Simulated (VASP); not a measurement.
These are PBE GGA, VASP's PBE PAW potentials (set 64) (plane waves; VASP) values and carry that method's errors.

Input for VASP

INCAR:
```
! general
SYSTEM =Si2Ni
PREC   =Accurate
ENCUT  =300
LREAL  =.False.
LASPH  =.True.

! electronic loop
EDIFF  =1E-6
NELM   =100
ALGO   =Normal
LMAXMIX=4

! smearing
ISMEAR =0
SIGMA  =0.272

! functional
GGA    =PE

! spin
ISPIN  =2
MAGMOM =2.0 0.0 0.0

! ions
ISIF   =2

! output
LWAVE  =.False.
LCHARG =.False.
LORBIT =11
```

**KPOINTS**
```
Automatic mesh
0
Gamma
5 5 4
0 0 0
```

**POSCAR**
```
Si2Ni
4.2825180
  1.0000000000   0.0000000000   0.0000000000
 -0.5000000000   0.8660253150   0.0000000000
  0.0000000000   0.0000000000   1.0827620573
Ni Si
1 2
Direct
  0.0000000000   0.0000000000   0.0000000000
  0.3333330000   0.6666670000   0.5000000000
  0.6666670000   0.3333330000   0.5000000000
```

POTCAR, in this order: Ni Si (PBE.64 set). Program: vasp_std.

At this cut-off the stress carries a Pulay error, which pulls relaxed volumes low.

Question: Predict the energy per atom (σ→0), cell moment, pressure, band gap (on the k-mesh).

Answer: 
The energy per atom (σ→0) is -4.188 eV/atom and the cell moment is 0.72 μB. The band gap (on the k-mesh) is none (metal, semimetal or under 0.01 eV) and the pressure comes out as -13.70 GPa.

File OSZICAR:
```
...
DAV:  12    -0.126513428119E+02    0.51460E-03   -0.23458E-03  1204   0.571E-01    0.252E-01
DAV:  13    -0.126514587594E+02   -0.11595E-03   -0.93799E-04  1070   0.418E-01    0.878E-02
DAV:  14    -0.126515211818E+02   -0.62422E-04   -0.16760E-04  1208   0.140E-01    0.119E-01
DAV:  15    -0.126514626424E+02    0.58539E-04   -0.10679E-04  1042   0.139E-01    0.183E-02
DAV:  16    -0.126514656715E+02   -0.30291E-05   -0.14294E-05   994   0.550E-02    0.315E-02
DAV:  17    -0.126514637808E+02    0.18907E-05   -0.62889E-06  1010   0.382E-02    0.365E-03
DAV:  18    -0.126514645974E+02   -0.81652E-06   -0.10668E-06   520   0.109E-02
   1 F= -.12651465E+02 E0= -.12564087E+02  d E =-.174754E+00  mag=     0.7153
```

The structure was generated: Si2Ni was put into an ordered model structure, which need not be its known phase. The cell was not relaxed at this level. The k-mesh is coarse (spacing up to 0.34 per Å, 2π included), so the numbers may not be converged in it.
